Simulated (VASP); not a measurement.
Output of a VASP run:

### OSZICAR
```
       N       E                     dE             d eps       ncg     rms          rms(c)
DAV:   1     0.333469184056E+02    0.33347E+02   -0.43632E+03  4158   0.927E+02
DAV:   2    -0.543267410400E+01   -0.38780E+02   -0.38158E+02  6305   0.123E+02
DAV:   3    -0.662099006829E+01   -0.11883E+01   -0.11856E+01  4881   0.262E+01
DAV:   4    -0.662772905819E+01   -0.67390E-02   -0.67192E-02  5222   0.195E+00
DAV:   5    -0.662774361567E+01   -0.14557E-04   -0.14371E-04  4716   0.837E-02    0.318E+00
DAV:   6    -0.661957866727E+01    0.81649E-02   -0.49518E-03  4633   0.565E-01    0.191E+00
DAV:   7    -0.661571152641E+01    0.38671E-02   -0.10577E-02  4563   0.852E-01    0.896E-02
DAV:   8    -0.661580459723E+01   -0.93071E-04   -0.32635E-04  4313   0.140E-01    0.301E-02
DAV:   9    -0.661583585727E+01   -0.31260E-04   -0.50245E-05  4709   0.592E-02    0.105E-02
DAV:  10    -0.661583426780E+01    0.15895E-05   -0.38745E-06  4889   0.130E-02    0.364E-03
DAV:  11    -0.661583415453E+01    0.11327E-06   -0.65485E-07  4357   0.635E-03    0.956E-04
DAV:  12    -0.661583426326E+01   -0.10873E-06   -0.48402E-08  2303   0.158E-03    0.251E-04
DAV:  13    -0.661583423400E+01    0.29258E-07   -0.92595E-09  2125   0.793E-04
   1 F= -.66158342E+01 E0= -.66158342E+01  d E =0.000000E+00
```

OUTCAR:
```
------------------------ aborting loop because EDIFF is reached ----------------------------------------
  FORCE on cell =-STRESS in cart. coord.  units (eV):
  Direction    XX          YY          ZZ          XY          YZ          ZX
  --------------------------------------------------------------------------------------
  Total        0.0041398      0.0259135      0.0238392      0.0000000      0.0000000     -0.0067204
  in kB        0.1557657      0.9750198      0.8969737      0.0000000      0.0000000     -0.2528627
  external PRESSURE =       0.6759197 kB  Pullay stress =       0.0000000 kB
  volume of cell :       42.58
      direct lattice vectors                 reciprocal lattice vectors
     3.570997153 -1.901886841 -0.046980640     0.138489428 -0.262896819 -0.116104175
     3.570997153  1.901886841 -0.046980640     0.138489428  0.262896819 -0.116104175
     2.599476944  0.000000000  3.100664339     0.004196728  0.000000000  0.318993156
 POSITION                                       TOTAL-FORCE (eV/Angst)
 -----------------------------------------------------------------------------------
      2.24312      0.00000      0.69234         0.000851      0.000000      0.000263
      7.49835      0.00000      2.31436        -0.000851      0.000000     -0.000263
 -----------------------------------------------------------------------------------
    total drift:                               -0.000000      0.000000     -0.000000
  FREE ENERGIE OF THE ION-ELECTRON SYSTEM (eV)
  ---------------------------------------------------
  free  energy   TOTEN  =        -6.6158342340 eV

  energy  without entropy=       -6.6158342340  energy(sigma->0) =       -6.61583423

 total charge

# of ion       s       p       d       tot
------------------------------------------
    1        1.304   1.342   0.048   2.694
    2        1.304   1.342   0.048   2.694
--------------------------------------------------
tot          2.607   2.685   0.097   5.389
```
(Selected blocks of OUTCAR.)

File POSCAR:
```
As
1
    3.5709971532    -1.9018868412    -0.0469806405
    3.5709971532     1.9018868412    -0.0469806405
    2.5994769437     0.0000000000     3.1006643394
As
2
Direct
  0.2302651951   0.2302651951   0.2302651951
  0.7697348049   0.7697348049   0.7697348049
```

Q: Reconstruct the remaining input files.

A: One answer among several that fit: the input of the run itself, vdW-DF-cx, plane waves, VASP's PBE PAW potentials (set 64).

### INCAR
```
# general
SYSTEM   = As
PREC     = Accurate
ENCUT    = 520
LREAL    = .False.
LASPH    = .True.

# electronic loop
EDIFF    = 1E-7
NELM     = 100
ALGO     = Normal
LMAXMIX  = 4

# smearing
ISMEAR   = -5

# functional
GGA      = CX
LUSE_VDW = .True.
AGGAC    = 0.0

# ions
ISIF     = 2

# output
LWAVE    = .False.
LCHARG   = .True.
LORBIT   = 11
NEDOS    = 601
```

KPOINTS:
```
Automatic mesh
0
Gamma
13 13 13
0 0 0
```

POTCAR, in this order: As (PBE.64 set). Program: vasp_std.

For a metal the tetrahedron method with Blöchl corrections gives inexact stress and forces.

The compound is As in the a7 structure. It was relaxed first.
